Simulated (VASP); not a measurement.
# BBi in VASP: one cell, several levels of theory

An exercise on one series of results from a longer session: the logs are not shown, and one member is left open.

Program: VASP 6.6.1. PAW datasets, plane waves. Spin-unpolarised throughout. Whether this structure exists isn't addressed.

**The cell**

The cell comes from an earlier relaxation with r2SCAN in another program.

Space group Fm-3m (No. 225), cubic; a = 5.254 Å in the conventional setting, 18.13 Å³ an atom. Around B lie 6 Bi at 2.63 Å; around Bi lie 6 B at 2.63 Å.

As a file:

```
CELL_PARAMETERS angstrom
0.00000 2.62683 2.62683
2.62683 0.00000 2.62683
2.62683 2.62683 0.00000
ATOMIC_POSITIONS crystal
B 0.00000 0.00000 0.00000
Bi 0.50000 0.50000 0.50000
```

Set-up of the first run:

Input file INCAR:

```
ENCUT = 520.000000
SIGMA = 0.020000
EDIFF = 1.00e-07
GGA = PE
PREC = Accurate
IBRION = -1
ISIF = 2
ISMEAR = -1
NBANDS = 16
NELM = 120
NSW = 0
LASPH = .TRUE.
LCHARG = .FALSE.
LWAVE = .FALSE.
LREAL = .FALSE.
```

Input file KPOINTS:

```
KPOINTS created by Atomic Simulation Environment
0
Gamma
8 8 8
0 0 0
```

Input file KPOINTS_OPT:

```
special points
7
Reciprocal
0.0000000000 0.0000000000 0.0000000000 1
0.5000000000 0.0000000000 0.5000000000 1
0.5000000000 0.2500000000 0.7500000000 1
0.3750000000 0.3750000000 0.7500000000 1
0.5000000000 0.5000000000 0.5000000000 1
0.6250000000 0.2500000000 0.6250000000 1
0.1875000000 0.1875000000 0.3750000000 1
```

Input file POSCAR:

```
B  Bi
 1.0000000000000000
    -0.0000000000000000    2.6268329117435112    2.6268329117435112
     2.6268329117435112   -0.0000000000000000    2.6268329117435112
     2.6268329117435112    2.6268329117435112   -0.0000000000000000
 B   Bi
   1   1
Cartesian
 -0.0000000000000000  0.0000000000000000  0.0000000000000000
  2.6268329117435107  2.6268329117435107  2.6268329117435107
```

Potentials: the recommended PBE PAW datasets, 18 valence electrons in the neutral cell.

Among the steps run: PBE at this geometry; r2SCAN at this geometry; LDA; Single point with PBEsol; PBE+SOC at this geometry.

One table of the session follows, with a row left open; its other results are not shown here.

```
  level  gap (eV)  Ansatz: gap (eV)
    PBE     -4.13             -4.13
 r2SCAN     -4.42             -4.41
    LDA     -4.16             -4.16
 PBEsol         ?                 ?
PBE+SOC     -3.78             -3.75
```

Q: Estimate the row for PBEsol from the others.

**Answer.** gap (eV): -4.18; Ansatz: gap (eV): -4.17. In the column «gap (eV)» it lies between r2SCAN (-4.42) and LDA (-4.16).

A negative gap is an overlap of bands.

**Reading.** No gap over 0.02 eV opens at any of these levels. The PBE bands overlap with and without spin-orbit coupling. Leaving spin-orbit runs aside: At this one volume the pressure spans -4.3 GPa (LDA) to 0.9 GPa (PBE): PBE wants the largest cell and LDA the smallest. The two programs agree on the overlap of the bands within 0.03 eV, far less than the spread between functionals. Each program uses its own PAW datasets and cutoff. LDA means the Perdew–Zunger form in VASP and the Perdew–Wang form in Ansatz.
